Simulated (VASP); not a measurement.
Computed with PBE GGA, VASP's PBE PAW potentials (set 64) (plane waves; VASP).

Input for VASP

### KPOINTS
```
Regular mesh
0
Gamma
 6 6 1
```

**INCAR**
```
ALGO = Normal
DIPOL = 0.5 0.5 0.5
EDIFF = 1E-6
ENCUT = 400
GGA = PE
IDIPOL = 3
ISMEAR = 1
LASPH = .TRUE.
LCHARG = .FALSE.
LDIPOL = .TRUE.
LMAXMIX = 6
LORBIT = 11
LREAL = .FALSE.
LVHAR = .TRUE.
LWAVE = .FALSE.
NELM = 100
NELMIN = 4
PREC = Normal
SIGMA = 0.1
SYSTEM = Re16Cl
```

File POSCAR:
```
Re16Cl
1
    5.5447392891     0.0000000000     0.0000000000
    2.7723696446     4.8018848518     0.0000000000
    0.0000000000     0.0000000000    20.8103891829
Re Cl
16 1
Direct
  0.8331173575   0.3334408212   0.3415379036
  0.3334408212   0.3334408212   0.3415379036
  0.8333330000   0.8333330000   0.3418189342
  0.3334408212   0.8331173575   0.3415379036
  0.9999594066   0.9999594066   0.4422740278
  0.5000811869   0.9999594066   0.4422740278
  0.9999594066   0.5000811869   0.4422740278
  0.5000000000   0.5000000000   0.4423065845
  0.8346245132   0.3326872434   0.5554451303
  0.3326872434   0.3326872434   0.5554451303
  0.8333330000   0.8333330000   0.5539957954
  0.3326872434   0.8346245132   0.5554451303
  0.0007097410   0.0007097410   0.6570625646
  0.4985805179   0.0007097410   0.6570625646
  0.0007097410   0.4985805179   0.6570625646
  0.5000000000   0.5000000000   0.6539890780
  0.1666670000   0.1666670000   0.7539717291
```

POTCAR, in this order: Re Cl (PBE.64 set). Program: vasp_std. Read from the step before: WAVECAR.

Output

### OSZICAR
```
       N       E                     dE             d eps       ncg     rms          rms(c)
DAV:   1    -0.194456414211E+03   -0.19446E+03   -0.19599E-01  1980   0.489E+00    0.839E-01
DAV:   2    -0.197596128284E+03   -0.31397E+01   -0.13211E+01  1988   0.481E+01    0.798E+00
DAV:   3    -0.194315948385E+03    0.32802E+01   -0.11262E+01  1980   0.398E+01    0.143E+00
DAV:   4    -0.194392816671E+03   -0.76868E-01   -0.77061E-01  1764   0.800E+00    0.430E-01
DAV:   5    -0.194408415414E+03   -0.15599E-01   -0.20269E-01  1972   0.229E+00    0.376E-01
DAV:   6    -0.194410723122E+03   -0.23077E-02   -0.30532E-02  1860   0.111E+00    0.138E-01
DAV:   7    -0.194411322579E+03   -0.59946E-03   -0.66786E-03  1956   0.346E-01    0.107E-01
DAV:   8    -0.194411403647E+03   -0.81068E-04   -0.17730E-03  1796   0.311E-01    0.594E-02
DAV:   9    -0.194411404372E+03   -0.72560E-06   -0.52209E-04  1764   0.104E-01    0.520E-02
DAV:  10    -0.194411411489E+03   -0.71173E-05   -0.15727E-04  1652   0.589E-02    0.372E-02
DAV:  11    -0.194411395835E+03    0.15654E-04   -0.61793E-05  1076   0.705E-02    0.377E-02
DAV:  12    -0.194411397519E+03   -0.16833E-05   -0.30672E-05  1372   0.356E-02    0.394E-02
DAV:  13    -0.194411397339E+03    0.17934E-06   -0.65184E-06   924   0.212E-02
   1 F= -.19441140E+03 E0= -.19440996E+03  d E =-.431233E-02
```

OUTCAR:
```
------------------------ aborting loop because EDIFF is reached ----------------------------------------
  FORCE on cell =-STRESS in cart. coord.  units (eV):
  Direction    XX          YY          ZZ          XY          YZ          ZX
  --------------------------------------------------------------------------------------
  Total       -8.7705638     -8.7705629      0.1306820     -0.0000000      0.0000000      0.0000000
  in kB      -25.3609208    -25.3609184      0.3778795     -0.0000000      0.0000000      0.0000000
  external PRESSURE =     -16.7813199 kB  Pullay stress =       0.0000000 kB
  volume of cell :      554.08
      direct lattice vectors                 reciprocal lattice vectors
     5.544739289  0.000000000  0.000000000     0.180351131 -0.104125779  0.000000000
     2.772369645  4.801884852  0.000000000     0.000000000  0.208251558  0.000000000
     0.000000000  0.000000000 20.810389183     0.000000000  0.000000000  0.048052922
 POSITION                                       TOTAL-FORCE (eV/Angst)
 -----------------------------------------------------------------------------------
      5.54384      1.60114      7.10754         0.010656     -0.006152     -0.018014
      2.77326      1.60114      7.10754        -0.010656     -0.006152     -0.018014
      6.93092      4.00157      7.11339        -0.000000      0.000000     -0.009990
      4.15855      4.00053      7.10754         0.000000      0.012304     -0.018014
      8.31677      4.80169      9.20389        -0.006880     -0.003972     -0.001284
      5.54508      4.80169      9.20389         0.006880     -0.003972     -0.001284
      6.93092      2.40133      9.20389         0.000000      0.007945     -0.001284
      4.15855      2.40094      9.20457        -0.000000      0.000000      0.015115
      5.55011      1.59753     11.55903        -0.009988      0.005767      0.018172
      2.76700      1.59753     11.55903         0.009988      0.005767      0.018172
      6.93092      4.00157     11.52887        -0.000000      0.000000      0.005167
      4.15855      4.00777     11.55903        -0.000000     -0.011534      0.018172
      0.00590      0.00341     13.67373        -0.022485     -0.012982     -0.005299
      2.76647      0.00341     13.67373         0.022485     -0.012982     -0.005299
      1.38618      2.39413     13.67373         0.000000      0.025963     -0.005299
      4.15855      2.40094     13.60977        -0.000000      0.000000     -0.019184
      1.38619      0.80032     15.69045        -0.000000     -0.000000      0.028167
 -----------------------------------------------------------------------------------
    total drift:                                0.001958      0.001131     -0.006888
  FREE ENERGIE OF THE ION-ELECTRON SYSTEM (eV)
  ---------------------------------------------------
  free  energy   TOTEN  =      -194.4113973393 eV

  energy  without entropy=     -194.4070850107  energy(sigma->0) =     -194.40995990

 total charge

# of ion       s       p       d       tot
------------------------------------------
    1        0.631   0.519   4.829   5.979
    2        0.631   0.519   4.829   5.979
    3        0.632   0.521   4.833   5.985
    4        0.631   0.519   4.829   5.979
    5        0.624   0.678   4.850   6.151
    6        0.624   0.678   4.850   6.151
    7        0.624   0.678   4.850   6.151
    8        0.622   0.675   4.842   6.139
    9        0.622   0.677   4.844   6.143
   10        0.622   0.677   4.844   6.143
   11        0.617   0.682   4.828   6.127
   12        0.622   0.677   4.844   6.143
   13        0.605   0.545   4.846   5.996
   14        0.605   0.545   4.846   5.996
   15        0.605   0.545   4.846   5.996
   16        0.642   0.506   4.885   6.033
   17        1.604   3.440   0.000   5.045
--------------------------------------------------
tot         11.561  13.080  77.493 102.134
```
(Selected blocks of OUTCAR.)

The cell is a thin slab with vacuum, built from Re (hcp): (001) face, Cl adsorbed.
